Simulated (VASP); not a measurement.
```
CELL_PARAMETERS angstrom
      0.00000     1.90003     1.90003
      1.90003     0.00000     1.90003
      1.90003     1.90003     0.00000
ATOMIC_POSITIONS crystal
  Al 0.00000 0.00000 0.00000
```

The numbers are results of PBEsol GGA, VASP's PBE PAW potentials (set 64) (plane waves; VASP), not measurements. Settings: 500 eV cut-off, 16×16×16 Γ-centred mesh, first-order Methfessel-Paxton smearing of 0.10 eV, potentials Al.

Energy and stress use the plane-wave basis of the starting cell.

Q: The ions, cell shape and volume at an external pressure of 30.0 GPa are relaxed. Predict the relaxed structure.

A: 
```
CELL_PARAMETERS angstrom
      0.00000     1.86543     1.86543
      1.86543     0.00000     1.86543
      1.86543     1.86543     0.00000
ATOMIC_POSITIONS crystal
  Al 0.00000 0.00000 0.00000
```
Space group Fm-3m (225), at a tolerance of 0.03 Å.

Q: How do energy and volume change from the first to the last step?

A: The energy (σ→0) changes by +113.3 meV/atom and the volume by -5.4 %, in 3 ionic steps.

| step | E(σ→0) (eV) | max force (eV/Å) | pressure (GPa) | volume (Å³) |
|---|---|---|---|---|
| 1 | -3.9659 | 0.000 | 19.88 | 13.72 |
| 2 | -3.6384 | 0.000 | 46.16 | 12.07 |
| 3 | -3.8526 | 0.000 | 29.84 | 12.98 |

The compound is Al in the fcc structure. This run relaxes it under an external pressure of 30 GPa. Symmetry was kept, so distortions that lower it aren't found.
